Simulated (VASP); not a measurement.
Calculation: vdW-DF-cx, VASP's PBE PAW potentials (set 64) (plane waves; VASP).

Input for VASP

File KPOINTS:
```
K-points
0
gamma
12 12 12
```

### INCAR
```
! general
SYSTEM   = CoGa
PREC     = Accurate
ENCUT    = 520
LREAL    = F
LASPH    = T

! electronic loop
EDIFF    = 1E-6
NELM     = 100
ALGO     = Normal
LMAXMIX  = 4

! smearing
ISMEAR   = 1
SIGMA    = 0.1

! functional
GGA      = CX
LUSE_VDW = T
AGGAC    = 0.0

! ions
IBRION   = 2
NSW      = 60
ISIF     = 3
EDIFFG   = -0.01

! output
LWAVE    = F
LCHARG   = F
```

**POSCAR**
```
CoGa
1
    2.8435587644    -0.0000000000    -0.0000000000
    0.0000000000     2.8435587644     0.0000000000
    0.0000000000     0.0000000000     2.8435587644
Ga Co
1 1
Direct
  0.5000000000   0.5000000000   0.5000000000
  0.0000000000   0.0000000000   0.0000000000
```

POTCAR, in this order: Ga_d Co (PBE.64 set). Program: vasp_std.

The resulting files:

OSZICAR:
```
       N       E                     dE             d eps       ncg     rms          rms(c)
DAV:   1     0.105774155110E+03    0.10577E+03   -0.10799E+04  2672   0.268E+03
DAV:   2    -0.133683746545E+01   -0.10711E+03   -0.10454E+03  2611   0.359E+02
DAV:   3    -0.621110485938E+01   -0.48743E+01   -0.48602E+01  2912   0.823E+01
DAV:   4    -0.628641452145E+01   -0.75310E-01   -0.75298E-01  3508   0.955E+00
DAV:   5    -0.628814144107E+01   -0.17269E-02   -0.17269E-02  3059   0.122E+00    0.102E+01
DAV:   6    -0.725434714017E+01   -0.96621E+00   -0.23585E+01  2876   0.662E+01    0.113E+01
DAV:   7    -0.521442895702E+01    0.20399E+01   -0.94544E+00  2640   0.489E+01    0.183E+00
DAV:   8    -0.519367101753E+01    0.20758E-01   -0.25363E-01  2963   0.574E+00    0.681E-01
DAV:   9    -0.518627325746E+01    0.73978E-02   -0.21809E-02  3406   0.237E+00    0.147E-01
DAV:  10    -0.518593382213E+01    0.33944E-03   -0.66449E-04  3333   0.377E-01    0.760E-02
DAV:  11    -0.518591857910E+01    0.15243E-04   -0.14276E-04  3727   0.214E-01    0.148E-02
DAV:  12    -0.518591824568E+01    0.33342E-06   -0.57374E-06  2980   0.402E-02
   1 F= -.51859182E+01 E0= -.51860978E+01  d E =-.518592E+01
       N       E                     dE             d eps       ncg     rms          rms(c)
DAV:   1    -0.518663172208E+01   -0.71314E-03   -0.96573E-03  2583   0.191E+00    0.201E-01
DAV:   2    -0.518652384543E+01    0.10788E-03   -0.69965E-03  2627   0.128E+00    0.170E-01
DAV:   3    -0.518598068276E+01    0.54316E-03   -0.30527E-03  2677   0.848E-01    0.612E-02
DAV:   4    -0.518591374016E+01    0.66943E-04   -0.14352E-04  3416   0.187E-01    0.115E-02
DAV:   5    -0.518590742332E+01    0.63168E-05   -0.83575E-06  3276   0.514E-02    0.243E-03
DAV:   6    -0.518590729334E+01    0.12998E-06   -0.31038E-07  1491   0.967E-03
   2 F= -.51859073E+01 E0= -.51860868E+01  d E =0.109523E-04
       N       E                     dE             d eps       ncg     rms          rms(c)
DAV:   1    -0.518617651476E+01   -0.26909E-03   -0.33571E-03  2590   0.113E+00    0.118E-01
DAV:   2    -0.518614069698E+01    0.35818E-04   -0.24715E-03  2599   0.757E-01    0.101E-01
DAV:   3    -0.518594855542E+01    0.19214E-03   -0.10778E-03  2649   0.503E-01    0.359E-02
DAV:   4    -0.518592489115E+01    0.23664E-04   -0.49253E-05  3409   0.110E-01    0.681E-03
DAV:   5    -0.518592258575E+01    0.23054E-05   -0.27086E-06  2262   0.304E-02    0.166E-03
DAV:   6    -0.518592260980E+01   -0.24054E-07   -0.30815E-07  1372   0.905E-03
   3 F= -.51859226E+01 E0= -.51861021E+01  d E =-.436412E-05
```

**OUTCAR**
```
------------------------ aborting loop because EDIFF is reached ----------------------------------------
  FORCE on cell =-STRESS in cart. coord.  units (eV):
  Direction    XX          YY          ZZ          XY          YZ          ZX
  --------------------------------------------------------------------------------------
  Total        0.0041522      0.0041522      0.0041522      0.0000000      0.0000000      0.0000000
  in kB        0.2895323      0.2895323      0.2895323      0.0000000      0.0000000      0.0000000
  external PRESSURE =       0.2895323 kB  Pullay stress =       0.0000000 kB
  volume of cell :       22.98
      direct lattice vectors                 reciprocal lattice vectors
     2.842925457  0.000000000  0.000000000     0.351750341  0.000000000  0.000000000
    -0.000000000  2.842925457  0.000000000    -0.000000000  0.351750341  0.000000000
    -0.000000000 -0.000000000  2.842925457    -0.000000000 -0.000000000  0.351750341
 POSITION                                       TOTAL-FORCE (eV/Angst)
 -----------------------------------------------------------------------------------
      1.42146      1.42146      1.42146        -0.000000     -0.000000      0.000000
      0.00000      0.00000      0.00000         0.000000      0.000000      0.000000
 -----------------------------------------------------------------------------------
    total drift:                                0.000000      0.000000     -0.000000
  FREE ENERGIE OF THE ION-ELECTRON SYSTEM (eV)
  ---------------------------------------------------
  free  energy   TOTEN  =        -5.1859226098 eV

  energy  without entropy=       -5.1864609932  energy(sigma->0) =       -5.18610207

 reached required accuracy - stopping structural energy minimisation
```
(Selected blocks of OUTCAR.)

File CONTCAR:
```
CoGa
   1.00000000000000
     2.8429254569914248    0.0000000000000000    0.0000000000000000
    -0.0000000000000000    2.8429254569914248    0.0000000000000000
    -0.0000000000000000   -0.0000000000000000    2.8429254569914248
  Ga              Co
     1     1
Direct
     0.5000000000000000    0.5000000000000000    0.5000000000000000
     0.0000000000000000    0.0000000000000000    0.0000000000000000
```

OUTCAR:
```
 val. band max:       10.1554570970   @ k =   0.5000   0.4167   0.1667

 cond. band min:      10.1828539098   @ k =   0.5000   0.2500   0.0000


 Fermi energy:        10.1605066592

 k-point     1 :       0.0000    0.0000    0.0000
  band No.  band energies     occupation
      1      -5.1237      2.00000
      2      -5.1237      2.00000
      3      -4.7403      2.00000
      4      -4.7403      2.00000
      5      -4.7403      2.00000
      6      -2.2665      2.00000
      7       7.4499      2.00000
      8       7.4499      2.00000
      9       9.3594      2.00000
     10       9.3594      2.00000
     11       9.3594      2.00000
     12      15.4384      0.00000
     13      15.4384      0.00000
     14      15.4384      0.00000
     15      21.4773      0.00000

 k-point     2 :       0.0833    0.0000    0.0000
  band No.  band energies     occupation
      1      -5.1195      2.00000
      2      -5.1036      2.00000
      3      -4.7476      2.00000
      4      -4.7476      2.00000
      5      -4.7386      2.00000
      6      -2.1315      2.00000
      7       7.4255      2.00000
      8       7.4643      2.00000
      9       9.2660      2.00000
     10       9.2660      2.00000
     11       9.3596      2.00000
     12      14.4604      0.00000
     13      15.6802      0.00000
     14      15.6802      0.00000
     15      21.4988      0.00000

 k-point     3 :       0.1667    0.0000    0.0000
  band No.  band energies     occupation
      1      -5.1080      2.00000
      2      -5.0504      2.00000
      3      -4.7674      2.00000
      4      -4.7674      2.00000
      5      -4.7339      2.00000
      6      -1.7257      2.00000
      7       7.2756      2.00000
      8       7.5044      2.00000
      9       9.0328      2.00000
     10       9.0328      2.00000
     11       9.3602      2.00000
     12      12.6847      0.00000
     13      16.3589      0.00000
     14      16.3589      0.00000
     15      21.5631      0.00000
...
```

The compound is CoGa in the CsCl type structure. This run relaxes it. Symmetry was kept, so distortions that lower it aren't found. The start is the result of an earlier pass. The run is not spin-polarised, so no magnetic state was tried.
